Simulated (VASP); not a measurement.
# SrTlF3 (Pm-3m) in VASP: settings compared

Aim: see how the results for SrTlF3 move with the level of theory and the settings. Levels: PBE, r2SCAN. Tasks: single point.

Everything below comes from runs of VASP 6.6.1. Logs are shortened: lines on timing, memory, paths and dates and some standing lists are left out, and cuts for length are marked.

### Step 1. The structure

Symmetry: Pm-3m, No. 221, cubic system. Conventional cell: a = 4.709 Å, b = 4.709 Å, c = 4.709 Å, α = 90.00°, β = 90.00°, γ = 90.00°. Tl (site symmetry m-3m) is surrounded by 12 F at 3.33 Å. Sr (site symmetry m-3m) has 6 F at 2.35 Å as nearest neighbours. Around F (site symmetry 4/mmm) lie 2 Sr at 2.35 Å.

The cell was built by a generator and needn't be a form met in nature.

### Step 2. Single point, PBE

Input file INCAR:

```
SYSTEM = SrTlF3
PREC = Accurate ; ENCUT = 520
EDIFF = 1E-6 ; ISMEAR = -1
SIGMA = 0.02 ; LREAL = .FALSE.
LASPH = .TRUE. ; NELM = 100
ALGO = Fast ; ISIF = 2
LWAVE = .FALSE. ; LCHARG = .FALSE.
GGA = PE ; NBANDS = 30
```

Input file KPOINTS:

```
Automatic mesh
0
G
  6 6 6
  0 0 0
```

Input file POSCAR:

```
SrTlF3
1.0
    4.7085950809      0.0000000000      0.0000000000
    0.0000000000      4.7085950809      0.0000000000
    0.0000000000      0.0000000000      4.7085950809
Tl Sr F
1 1 3
Direct
    0.0000000000      0.0000000000      0.0000000000
    0.5000000000      0.5000000000      0.5000000000
    0.5000000000      0.5000000000      0.0000000000
    0.5000000000      0.0000000000      0.5000000000
    0.0000000000      0.5000000000      0.5000000000
```

Potentials or basis: VASP PAW PBE potentials, release 64 (Tl_d, Sr_sv, F).

Started as:

```bash
$ cat potpaw_PBE.64/Tl_d/POTCAR potpaw_PBE.64/Sr_sv/POTCAR potpaw_PBE.64/F/POTCAR > POTCAR
$ mpirun -np 1 vasp_std > vasp.out
```

OUTCAR:

```text
SYSTEM = SrTlF3
   PREC = Accurate
   ENCUT = 520
   EDIFF = 1E-6
   ISMEAR = -1
   LREAL = .FALSE.
   LASPH = .TRUE.
   NELM = 100
   ISIF = 2
   GGA = PE

 ion  position               nearest neighbor table
   1  0.000  0.000  0.000-   2 4.08   2 4.08   2 4.08   2 4.08   2 4.08   2 4.08   2 4.08   2 4.08

   2  0.500  0.500  0.500-   3 2.35   4 2.35   5 2.35   3 2.35   4 2.35   5 2.35   1 4.08   1 4.08
                             1 4.08   1 4.08   1 4.08   1 4.08   1 4.08   1 4.08
   3  0.500  0.500  0.000-   2 2.35   2 2.35
   4  0.500  0.000  0.500-   2 2.35   2 2.35
   5  0.000  0.500  0.500-   2 2.35   2 2.35

  LATTYP: Found a simple cubic cell.
 ALAT       =     4.7085950809

  Lattice vectors:

 A1 = (   4.7085950809,   0.0000000000,   0.0000000000)
 A2 = (   0.0000000000,   4.7085950809,   0.0000000000)
 A3 = (   0.0000000000,   0.0000000000,   4.7085950809)

Analysis of symmetry for initial positions (statically):
=====================================================================
 Subroutine PRICEL returns:
 Original cell was already a primitive cell.

 Routine SETGRP: Setting up the symmetry group for a
 simple cubic supercell.

 Subroutine GETGRP returns: Found 48 space group operations
 (whereof 48 operations were pure point group operations)
 out of a pool of 48 trial point group operations.

The static configuration has the point symmetry O_h .

Analysis of symmetry for dynamics (positions and initial velocities):
=====================================================================
 Subroutine PRICEL returns:
 Original cell was already a primitive cell.

 Routine SETGRP: Setting up the symmetry group for a
 simple cubic supercell.

 Subroutine GETGRP returns: Found 48 space group operations
 (whereof 48 operations were pure point group operations)
 out of a pool of 48 trial point group operations.

The dynamic configuration has the point symmetry O_h .

 Subroutine INISYM returns: Found 48 space group operations
 (whereof 48 operations are pure point group operations),
 and found     1 'primitive' translations

----------------------------------------------------------------------------------------

                                     Primitive cell

  volume of cell :     104.3936

  direct lattice vectors                    reciprocal lattice vectors
     4.708595081  0.000000000  0.000000000     0.212377574  0.000000000  0.000000000
     0.000000000  4.708595081  0.000000000     0.000000000  0.212377574  0.000000000
     0.000000000  0.000000000  4.708595081     0.000000000  0.000000000  0.212377574

  length of vectors
     4.708595081  4.708595081  4.708595081     0.212377574  0.212377574  0.212377574

  position of ions in fractional coordinates (direct lattice)
     0.000000000  0.000000000  0.000000000
     0.500000000  0.500000000  0.500000000
     0.500000000  0.500000000  0.000000000
     0.500000000  0.000000000  0.500000000
     0.000000000  0.500000000  0.500000000

  ion indices of the primitive-cell ions
   primitive index   ion index
                 1           1
                 2           2
                 3           3
                 4           4
                 5           5

----------------------------------------------------------------------------------------

 KPOINTS: Automatic mesh

Automatic generation of k-mesh.
 Grid dimensions read from file:
 generate k-points for:    6    6    6

 Generating k-lattice:

  Cartesian coordinates                     Fractional coordinates (reciprocal lattice)
     0.035396262  0.000000000  0.000000000     0.166666667  0.000000000  0.000000000
     0.000000000  0.035396262  0.000000000     0.000000000  0.166666667  0.000000000
     0.000000000  0.000000000  0.035396262     0.000000000  0.000000000  0.166666667

  Length of vectors
     0.035396262  0.035396262  0.035396262

  Shift w.r.t. Gamma in fractional coordinates (k-lattice)
     0.000000000  0.000000000  0.000000000

 Subroutine IBZKPT returns following result:
 ===========================================

 Found     20 irreducible k-points:

 Following reciprocal coordinates:
            Coordinates               Weight
  0.000000  0.000000  0.000000      1.000000
  0.166667  0.000000  0.000000      6.000000
  0.333333  0.000000  0.000000      6.000000
  0.500000  0.000000  0.000000      3.000000
  0.166667  0.166667  0.000000     12.000000
  0.333333  0.166667  0.000000     24.000000
[... 12 lines left out ...]
  0.500000  0.500000  0.333333      6.000000
  0.500000  0.500000  0.500000      1.000000
   k-points           NKPTS =     20   k-points in BZ     NKDIM =     20   number of bands    NBANDS=     30
   number of dos      NEDOS =    301   number of ions     NIONS =      5
   total plane-waves  NPLWV =  46656
   dimension x,y,z NGX =    36 NGY =   36 NGZ =   36
   dimension x,y,z NGXF=    72 NGYF=   72 NGZF=   72
   ions per type =               1   1   3
   NGX,Y,Z   is equivalent  to a cutoff of  12.71, 12.71, 12.71 a.u.
   NGXF,Y,Z  is equivalent  to a cutoff of  25.42, 25.42, 25.42 a.u.
 SYSTEM =  SrTlF3
   PREC   = accura    normal or accurate (medium, high low for compatibility)
   ISTART =      0    job   : 0-new  1-cont  2-samecut
   ICHARG =      2    charge: 1-file 2-atom 10-const
   ISPIN  =      1    spin polarized calculation?
   LNONCOLLINEAR =      F non collinear calculations
   LSORBIT =      F    spin-orbit coupling
   LASPH  =      T    aspherical Exc in radial PAW
   ENCUT  =  520.0 eV  38.22 Ry    6.18 a.u.   8.75  8.75  8.75*2*pi/ulx,y,z
   NELM   =    100;   NELMIN=  2; NELMDL= -5     # of ELM steps
   EDIFF  = 0.1E-05   stopping-criterion for ELM
   LREAL  =      F    real-space projection
   EDIFFG = 0.1E-04   stopping-criterion for IOM
   NSW    =      0    number of steps for IOM
   IBRION =     -1    ionic relax: 0-MD 1-quasi-New 2-CG
   NFREE  =      0    steps in history (QN), initial steepest desc. (CG)
   ISIF   =      2    stress and relaxation
   ISYM   =      2    0-nonsym 1-usesym 2-fastsym
   POTIM  = 0.5000    time-step for ionic-motion
   TEBEG  =    0.0;   TEEND  =   0.0 temperature during run
   PSTRESS=    0.0 pullay stress
   NELECT =      44.0000    total number of electrons
   NUPDOWN=      -1.0000    fix difference up-down
   EMIN   =  10.00;   EMAX   =-10.00  energy-range for DOS
   EFERMI =   0.00;   METHOD = LEGACY
   ISMEAR =    -1;   SIGMA  =   0.02  broadening in eV -4-tet -1-fermi 0-gaus
   EFERMI_NEDOS =   21; number of points for ismear=-14 and -15
   IALGO  =     68    algorithm
   IMIX   =      4    mixing-type and parameters
     AMIX     =   0.40;   BMIX     =  1.00
     AMIX_MAG =   1.60;   BMIX_MAG =  1.00
  volume/ion in A,a.u.               =      20.88       140.90
  Fermi-wavevector in a.u.,A,eV,Ry     =   1.227442  2.319529 20.498732  1.506614
  Thomas-Fermi vector in A             =   2.362405
   LORBIT       =      0    0 simple, 1 ext, 2 COOP (PROOUT), +10 PAW based schemes
   GGA     = PE    functional components
   LHFCALC =     F    Hartree Fock is set to
   AEXX    =    0.0000 exact exchange contribution
   IVDW    =     0    specifies the selected vdW correction
   LEPSILON=     F    determine dielectric tensor
   LRPA    =     F    only Hartree local field effects (RPA)
 non-spin polarized calculation
 RMM-DIIS sequential band-by-band and
  energy-cutoff  :      520.00
  volume of cell :      104.39
 maximum number of plane-waves:      2832
 NGX is ok and might be reduce to    36
   NGX = 17   NGY = 17   NGZ = 17

 number of electron      43.9999977 magnetization

 Free energy of the ion-electron system (eV)
  ---------------------------------------------------
  ext. energy  EPLUGINS =         0.00000000
  ---------------------------------------------------
  free energy    TOTEN  =       -24.03832200 eV

  energy without entropy =      -24.03832200  energy(sigma->0) =      -24.03832200

 E-fermi :  -0.8146     XC(G=0):  -8.5877

 val. band max:       -1.2296996375   @ k =   0.5000   0.0000   0.0000
 cond. band min:       3.1792550692   @ k =   0.5000   0.0000   0.0000
 fundamental gap:      4.4089547067
 Fermi energy:        -0.8146137449

 k-point     1 :       0.0000    0.0000    0.0000
  band No.  band energies     occupation
      1     -31.1262      2.00000
      2     -20.4913      2.00000
      3     -20.4913      2.00000
      4     -20.4676      2.00000
      5     -13.4329      2.00000
      6     -13.4329      2.00000
[... 22 lines left out ...]
     29       8.7123      0.00000
     30       8.9179      0.00000

 k-point     2 :       0.1667    0.0000    0.0000
  band No.  band energies     occupation
      1     -31.1230      2.00000
      2     -20.5389      2.00000
      3     -20.4916      2.00000
      4     -20.4728      2.00000
      5     -13.4305      2.00000
      6     -13.4305      2.00000
[... 22 lines left out ...]
     29       9.1145      0.00000
     30       9.1265      0.00000

 k-point     3 :       0.3333    0.0000    0.0000
  band No.  band energies     occupation
      1     -31.1165      2.00000
      2     -20.6410      2.00000
      3     -20.4905      2.00000
      4     -20.4725      2.00000
      5     -13.4254      2.00000
      6     -13.4254      2.00000
[... 22 lines left out ...]
     29       9.6979      0.00000
     30       9.8602      0.00000

 k-point     4 :       0.5000    0.0000    0.0000
  band No.  band energies     occupation
      1     -31.1133      2.00000
      2     -20.6908      2.00000
      3     -20.4899      2.00000
      4     -20.4723      2.00000
      5     -13.4229      2.00000
      6     -13.4229      2.00000
[... 22 lines left out ...]
     29      10.4106      0.00000
     30      10.5785      0.00000

 k-point     5 :       0.1667    0.1667    0.0000
  band No.  band energies     occupation
      1     -31.1198      2.00000
      2     -20.5425      2.00000
      3     -20.5326      2.00000
      4     -20.4802      2.00000
      5     -13.4278      2.00000
      6     -13.2730      2.00000
[... 22 lines left out ...]
     29       9.3857      0.00000
     30      10.1819      0.00000
[... 394 lines left out ...]
     29      10.9780      0.00000
     30      11.5385      0.00000

 k-point    18 :       0.5000    0.3333    0.3333
  band No.  band energies     occupation
      1     -31.0941      2.00000
      2     -20.6869      2.00000
      3     -20.6388      2.00000
      4     -20.6347      2.00000
      5     -12.9320      2.00000
      6     -12.9312      2.00000
[... 22 lines left out ...]
     29      10.3553      0.00000
     30      11.0808      0.00000

 k-point    19 :       0.5000    0.5000    0.3333
  band No.  band energies     occupation
      1     -31.0909      2.00000
      2     -20.6865      2.00000
      3     -20.6865      2.00000
      4     -20.6365      2.00000
      5     -12.9290      2.00000
      6     -12.7635      2.00000
[... 22 lines left out ...]
     29      10.4264      0.00000
     30      11.5514      0.00000

 k-point    20 :       0.5000    0.5000    0.5000
  band No.  band energies     occupation
      1     -31.0877      2.00000
      2     -20.6860      2.00000
      3     -20.6860      2.00000
      4     -20.6860      2.00000
      5     -12.7609      2.00000
      6     -12.7609      2.00000
[... 22 lines left out ...]
     29      10.6037      0.00000
     30      10.6037      0.00000

------------------------ aborting loop because EDIFF is reached ----------------------------------------

  FORCE on cell =-STRESS in cart. coord.  units (eV):
  Direction    XX          YY          ZZ          XY          YZ          ZX
  --------------------------------------------------------------------------------------
  -------------------------------------------------------------------------------------
  Total        1.3145792      1.3145792      1.3145792      0.0000000     -0.0000000      0.0000000
  in kB       20.1754534     20.1754534     20.1754534      0.0000000     -0.0000000      0.0000000
  external PRESSURE =      20.1754534 kB  Pullay stress =       0.0000000 kB

 VOLUME and BASIS-vectors are now :
 -----------------------------------------------------------------------------
  energy-cutoff  :      520.00
  volume of cell :      104.39
      direct lattice vectors                 reciprocal lattice vectors
     4.708595081  0.000000000  0.000000000     0.212377574  0.000000000  0.000000000
     0.000000000  4.708595081  0.000000000     0.000000000  0.212377574  0.000000000
     0.000000000  0.000000000  4.708595081     0.000000000  0.000000000  0.212377574

 POSITION                                       TOTAL-FORCE (eV/Angst)
 -----------------------------------------------------------------------------------
      0.00000      0.00000      0.00000         0.000000      0.000000      0.000000
      2.35430      2.35430      2.35430         0.000000      0.000000      0.000000
      2.35430      2.35430      0.00000         0.000000      0.000000      0.000000
      2.35430      0.00000      2.35430         0.000000      0.000000      0.000000
      0.00000      2.35430      2.35430         0.000000      0.000000      0.000000
 -----------------------------------------------------------------------------------
    total drift:                                0.000000      0.000000      0.000000

  FREE ENERGIE OF THE ION-ELECTRON SYSTEM (eV)
  ---------------------------------------------------
  free  energy   TOTEN  =       -24.0383219985 eV

  energy  without entropy=      -24.0383219985  energy(sigma->0) =      -24.03832200
```

Run time: 30 s. Hardware: 1 thread of Intel Xeon 6975P-C (Granite Rapids), shared host; peak memory 0.23 GiB.

What came out:

```
Free energy            : -24.0383 eV
Pressure               : 2.0 GPa
Band gap on the k mesh : 4.41 eV, direct
```

Caveat: spin-orbit coupling is left out, which as a rule narrows the gap of such compounds by several tenths of an eV. A k mesh can miss the band edges.

### Step 3. Single point, PBE (epitaxial_xy strain -0.5%)

Input file INCAR:

```
PREC     = Accurate       # precision mode
ENCUT    = 520            # plane-wave cutoff, eV
EDIFF    = 1E-6           # SCF threshold, eV
ISMEAR   = -1             # smearing method
SIGMA    = 0.02           # smearing width, eV
LREAL    = False          # projectors in reciprocal space
LASPH    = True           # aspherical terms in the spheres
NELM     = 80             # most SCF steps
ALGO     = Normal         # electronic algorithm
ISIF     = 2              # what is computed and relaxed
LWAVE    = False          # write WAVECAR
LCHARG   = False          # write CHGCAR
GGA      = PE             # functional
NBANDS   = 30             # bands
```

Input file KPOINTS:

```
Automatic mesh
0
Gamma
  6 6 6
```

POSCAR: that of step 2 with these lines changed.

```diff
@@ -2,5 +2,5 @@
 1.0
-    4.7085950809      0.0000000000      0.0000000000
-    0.0000000000      4.7085950809      0.0000000000
-    0.0000000000      0.0000000000      4.7085950809
+    4.6850521055      0.0000000000      0.0000000000
+    0.0000000000      4.6850521055      0.0000000000
+    0.0000000000      0.0000000000      4.7164704985
 Tl Sr F
```

Potentials or basis: VASP PAW PBE potentials, release 64 (Tl_d, Sr_sv, F).

Started as:

```bash
$ cat potpaw_PBE.64/Tl_d/POTCAR potpaw_PBE.64/Sr_sv/POTCAR potpaw_PBE.64/F/POTCAR > POTCAR
$ mpirun -np 1 vasp_std > vasp.out
```

OUTCAR:

```text
PREC = Accurate
   ENCUT = 520
   EDIFF = 1E-6
   ISMEAR = -1
   LREAL = False
   LASPH = True
   NELM = 80
   ISIF = 2
   GGA = PE

 ion  position               nearest neighbor table
   1  0.000  0.000  0.000-   2 4.07   2 4.07   2 4.07   2 4.07   2 4.07   2 4.07   2 4.07   2 4.07

   2  0.500  0.500  0.500-   4 2.34   5 2.34   4 2.34   5 2.34   3 2.36   3 2.36   1 4.07   1 4.07
                             1 4.07   1 4.07   1 4.07   1 4.07   1 4.07   1 4.07
   3  0.500  0.500  0.000-   2 2.36   2 2.36
[... 1000 lines left out ...]
  -------------------------------------------------------------------------------------
  Total        1.6989773      1.6989773      1.3038502      0.0000000      0.0000000      0.0000000
  in kB       26.2937297     26.2937297     20.1786592      0.0000000      0.0000000      0.0000000
  external PRESSURE =      24.2553729 kB  Pullay stress =       0.0000000 kB

 VOLUME and BASIS-vectors are now :
 -----------------------------------------------------------------------------
  energy-cutoff  :      520.00
  volume of cell :      103.53
      direct lattice vectors                 reciprocal lattice vectors
     4.685052105  0.000000000  0.000000000     0.213444798  0.000000000  0.000000000
     0.000000000  4.685052105  0.000000000     0.000000000  0.213444798  0.000000000
     0.000000000  0.000000000  4.716470498     0.000000000  0.000000000  0.212022952

 POSITION                                       TOTAL-FORCE (eV/Angst)
 -----------------------------------------------------------------------------------
      0.00000      0.00000      0.00000         0.000000      0.000000      0.000000
      2.34253      2.34253      2.35824         0.000000      0.000000      0.000000
      2.34253      2.34253      0.00000         0.000000      0.000000      0.000000
      2.34253      0.00000      2.35824         0.000000      0.000000      0.000000
      0.00000      2.34253      2.35824         0.000000      0.000000      0.000000
 -----------------------------------------------------------------------------------
    total drift:                                0.000000      0.000000      0.000000

  FREE ENERGIE OF THE ION-ELECTRON SYSTEM (eV)
  ---------------------------------------------------
  free  energy   TOTEN  =       -24.0242525050 eV

  energy  without entropy=      -24.0242525050  energy(sigma->0) =      -24.02425250
```

Wall time 37 s (1 thread of Intel Xeon 6975P-C (Granite Rapids), shared host); peak memory 0.28 GiB.

What came out:

* Free energy: -24.0243 eV
* Pressure: 2.4 GPa
* Band gap on the k mesh: 4.40 eV, direct

Caveat: spin-orbit coupling is left out, which as a rule narrows the gap of such compounds by several tenths of an eV.

(Part 1 of 2 ends here.)
